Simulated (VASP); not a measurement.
Output of a VASP run:

OUTCAR:
```
 ion  position               nearest neighbor table
   1  0.000  0.000  0.000-
  LATTYP: Found a face centered cubic cell.
 ALAT       =     3.5766853868
 Subroutine PRICEL returns:
 Original cell was already a primitive cell.
 Subroutine GETGRP returns: Found 48 space group operations
The static configuration has the point symmetry O_h .
The dynamic configuration has the point symmetry O_h .
 Subroutine INISYM returns: Found 48 space group operations
 Subroutine IBZKPT returns following result:
 Found    165 irreducible k-points:

 Following reciprocal coordinates:
            Coordinates               Weight
  0.000000  0.000000  0.000000      1.000000
  0.058824  0.000000  0.000000      8.000000
  0.117647  0.000000  0.000000      8.000000
  0.176471  0.000000  0.000000      8.000000
  0.235294  0.000000  0.000000      8.000000
  0.294118  0.000000  0.000000      8.000000
  0.352941  0.000000  0.000000      8.000000
  0.411765  0.000000  0.000000      8.000000
  0.470588  0.000000  0.000000      8.000000
  0.058824  0.058824  0.000000      6.000000
  0.117647  0.058824  0.000000     24.000000
  0.176471  0.058824  0.000000     24.000000
  0.235294  0.058824  0.000000     24.000000
  0.294118  0.058824  0.000000     24.000000
  0.352941  0.058824  0.000000     24.000000
  0.411765  0.058824  0.000000     24.000000
  0.470588  0.058824  0.000000     24.000000
 -0.470588  0.058824  0.000000     24.000000
 -0.411765  0.058824  0.000000     24.000000
 -0.352941  0.058824  0.000000     24.000000
 -0.294118  0.058824  0.000000     24.000000
 -0.235294  0.058824  0.000000     24.000000
 -0.176471  0.058824  0.000000     24.000000
 -0.117647  0.058824  0.000000     24.000000
 -0.058824  0.058824  0.000000     12.000000
  0.117647  0.117647  0.000000      6.000000
  0.176471  0.117647  0.000000     24.000000
  0.235294  0.117647  0.000000     24.000000
  0.294118  0.117647  0.000000     24.000000
  0.352941  0.117647  0.000000     24.000000
  0.411765  0.117647  0.000000     24.000000
  0.470588  0.117647  0.000000     24.000000
 -0.470588  0.117647  0.000000     24.000000
 -0.411765  0.117647  0.000000     24.000000
 -0.352941  0.117647  0.000000     24.000000
 -0.294118  0.117647  0.000000     24.000000
 -0.235294  0.117647  0.000000     24.000000
 -0.176471  0.117647  0.000000     24.000000
 -0.117647  0.117647  0.000000     12.000000
  0.176471  0.176471  0.000000      6.000000
   k-points           NKPTS =    165   k-points in BZ     NKDIM =    165   number of bands    NBANDS=      9
   number of dos      NEDOS =    301   number of ions     NIONS =      1
   total plane-waves  NPLWV =   5832
   dimension x,y,z NGX =    18 NGY =   18 NGZ =   18
   dimension x,y,z NGXF=    36 NGYF=   36 NGZF=   36
   ions per type =               1
   PREC   = accura    normal or accurate (medium, high low for compatibility)
   ISTART =      0    job   : 0-new  1-cont  2-samecut
   ICHARG =      2    charge: 1-file 2-atom 10-const
   ISPIN  =      1    spin polarized calculation?
   LNONCOLLINEAR =      F non collinear calculations
   LSORBIT =      F    spin-orbit coupling
   INIWAV =      1    electr: 0-lowe 1-rand  2-diag
   ENCUT  =  500.0 eV  36.75 Ry    6.06 a.u.   4.61  4.61  4.61*2*pi/ulx,y,z
   NELM   =    100;   NELMIN=  2; NELMDL= -5     # of ELM steps
   EDIFF  = 0.1E-05   stopping-criterion for ELM
   LREAL  =      F    real-space projection
   NLSPLINE    = F    spline interpolate recip. space projectors
   LMAXMIX     =    4 max onsite mixed and CHGCAR
   VOSKOWN=      0    Vosko Wilk Nusair interpolation
   EDIFFG = -.2E-01   stopping-criterion for IOM
   NSW    =     40    number of steps for IOM
   NBLOCK =      1;   KBLOCK =     40    inner block; outer block
   IBRION =      2    ionic relax: 0-MD 1-quasi-New 2-CG
   NFREE  =      1    steps in history (QN), initial steepest desc. (CG)
...
```

### OSZICAR
```
       N       E                     dE             d eps       ncg     rms          rms(c)
DAV:   1     0.271664978299E+02    0.27166E+02   -0.56790E+03  3067   0.205E+03
DAV:   2    -0.129009981228E+02   -0.40067E+02   -0.38115E+02  2975   0.199E+02
DAV:   3    -0.133664264113E+02   -0.46543E+00   -0.46448E+00  3564   0.320E+01
DAV:   4    -0.133701209050E+02   -0.36945E-02   -0.36942E-02  3600   0.249E+00
DAV:   5    -0.133701687337E+02   -0.47829E-04   -0.47828E-04  3571   0.226E-01    0.784E+00
DAV:   6    -0.114103166085E+02    0.19599E+01   -0.27807E+01  3156   0.128E+02    0.567E+00
DAV:   7    -0.108359766765E+02    0.57434E+00   -0.57272E+00  3180   0.549E+01    0.559E-01
DAV:   8    -0.108301236956E+02    0.58530E-02   -0.11121E-01  3401   0.770E+00    0.913E-01
DAV:   9    -0.108246558506E+02    0.54678E-02   -0.14481E-01  3854   0.877E+00    0.790E-02
DAV:  10    -0.108253447080E+02   -0.68886E-03   -0.12131E-03  3556   0.521E-01    0.108E-01
DAV:  11    -0.108253188179E+02    0.25890E-04   -0.45902E-04  4144   0.397E-01    0.439E-02
DAV:  12    -0.108253273893E+02   -0.85714E-05   -0.43399E-04  3251   0.438E-01    0.209E-02
DAV:  13    -0.108253361837E+02   -0.87944E-05   -0.94516E-05  3320   0.186E-01    0.545E-03
DAV:  14    -0.108253378552E+02   -0.16716E-05   -0.76398E-07  2054   0.177E-02    0.270E-03
DAV:  15    -0.108253362581E+02    0.15972E-05   -0.12958E-06  1621   0.267E-02    0.275E-04
DAV:  16    -0.108253371329E+02   -0.87482E-06   -0.17684E-07  1542   0.714E-03
   1 F= -.10825337E+02 E0= -.10825371E+02  d E =-.108253E+02
       N       E                     dE             d eps       ncg     rms          rms(c)
DAV:   1    -0.108275908150E+02   -0.22546E-02   -0.44958E-02  3126   0.555E+00    0.385E-01
DAV:   2    -0.108259864541E+02    0.16044E-02   -0.34015E-02  3141   0.415E+00    0.147E-01
DAV:   3    -0.108254305880E+02    0.55587E-03   -0.60959E-03  3188   0.173E+00    0.648E-02
DAV:   4    -0.108253521460E+02    0.78442E-04   -0.53951E-04  3608   0.364E-01    0.222E-02
DAV:   5    -0.108253681680E+02   -0.16022E-04   -0.10263E-04  3215   0.192E-01    0.106E-03
DAV:   6    -0.108253686015E+02   -0.43355E-06   -0.99830E-07  2002   0.185E-02
   2 F= -.10825369E+02 E0= -.10825406E+02  d E =-.314686E-04
```

**OUTCAR**
```
------------------------ aborting loop because EDIFF is reached ----------------------------------------
  FORCE on cell =-STRESS in cart. coord.  units (eV):
  Direction    XX          YY          ZZ          XY          YZ          ZX
  --------------------------------------------------------------------------------------
  Total       -0.0190851     -0.0190851     -0.0190851     -0.0000000     -0.0000000     -0.0000000
  in kB       -2.6648670     -2.6648670     -2.6648670     -0.0000000     -0.0000000     -0.0000000
  external PRESSURE =      -2.6648670 kB  Pullay stress =       0.0000000 kB
  volume of cell :       11.47
      direct lattice vectors                 reciprocal lattice vectors
    -0.000000000  1.790192582  1.790192582    -0.279299560  0.279299560  0.279299560
     1.790192582  0.000000000  1.790192582     0.279299560 -0.279299560  0.279299560
     1.790192582  1.790192582  0.000000000     0.279299560  0.279299560 -0.279299560
 POSITION                                       TOTAL-FORCE (eV/Angst)
 -----------------------------------------------------------------------------------
      0.00000      0.00000      0.00000        -0.000000      0.000000      0.000000
 -----------------------------------------------------------------------------------
    total drift:                                0.000000     -0.000000      0.000000
  FREE ENERGIE OF THE ION-ELECTRON SYSTEM (eV)
  ---------------------------------------------------
  free  energy   TOTEN  =       -10.8253686015 eV

  energy  without entropy=      -10.8254807511  energy(sigma->0) =      -10.82540598

 reached required accuracy - stopping structural energy minimisation
```
(Selected blocks of OUTCAR.)

POSCAR:
```
Cu
1
    0.0000000000     1.7883426934     1.7883426934
    1.7883426934     0.0000000000     1.7883426934
    1.7883426934     1.7883426934     0.0000000000
Cu
1
Direct
  0.0000000000   0.0000000000   0.0000000000
```

Question: Write an INCAR and KPOINTS that could have produced this output.

Answer: This is not unique; one that fits is the input of the run itself, r2SCAN meta-GGA, plane waves, VASP's PBE PAW potentials (set 64).

File KPOINTS:
```
Automatic mesh
0
Gamma
17 17 17
0 0 0
```

### INCAR
```
SYSTEM = Cu
PREC = Accurate
ENCUT = 500
EDIFF = 1E-6
NELM = 100
ALGO = Normal
LREAL = .FALSE.
LASPH = .TRUE.
ISMEAR = 1
SIGMA = 0.1
METAGGA = R2SCAN
LMIXTAU = .TRUE.
LMAXMIX = 4
LWAVE = .FALSE.
LCHARG = .FALSE.
IBRION = 2
ISIF = 3
NSW = 40
EDIFFG = -0.02
```

POTCAR, in this order: Cu (PBE.64 set). Program: vasp_std.

The compound is Cu in the fcc structure. This run relaxes it. Symmetry was kept, so distortions that lower it aren't found.
